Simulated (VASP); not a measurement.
Be4TeSe3, 8 atoms in the cell. It takes space group P-4m2 (No. 115, tetragonal). The conventional cell has a = 3.770 Å, b = 3.770 Å, c = 10.574 Å, α = 90.00°, β = 90.00°, γ = 90.00°. Around Be (site symmetry 2mm) lie 4 Se at 2.27 to 2.28 Å. Be (site symmetry 2mm) is surrounded by 2 Se at 2.27 Å and 2 Te at 2.40 Å. Around Te (site symmetry -4m2) lie 4 Be at 2.40 Å. Around Se (site symmetry 2mm) lie 4 Be at 2.27 to 2.28 Å. Around Se (site symmetry -4m2) lie 4 Be at 2.27 Å. The cell was built by a generator and needn't be a form met in nature.

```yaml
Program: VASP 6.6.1
Task: relaxation of cell and atoms
Functional: PBE
Potentials_or_basis: VASP PAW PBE potentials, release 64 (Be, Te, Se)
Cutoff: 520 eV
k_mesh: 6 × 6 × 4
Occupations: gaussian, width 0.03 eV
Spin: no spin polarisation
Further_INCAR_settings: ALGO = Normal; EDIFF = 1e-06; IBRION = 2; EDIFFG = -0.01; NSW = 90; ISIF = 3
```

Potentials or basis: VASP PAW PBE potentials, release 64 (Be, Te, Se).

The run is started by

```bash
$ cat potpaw_PBE.64/Be/POTCAR potpaw_PBE.64/Te/POTCAR potpaw_PBE.64/Se/POTCAR > POTCAR
$ mpirun -np 4 vasp_std > vasp.out
```

Hardware: 4 MPI ranks on Intel(R) Xeon(R) Platinum 8488C (Sapphire Rapids), on a shared host.

Task: Estimate the wall time of this run.

Result: It took 58 s on 4 MPI ranks on Intel(R) Xeon(R) Platinum 8488C (Sapphire Rapids), on a shared host, peak memory 0.31 GiB a rank. Counts: scf iterations 42, k points 30, ion steps 7.
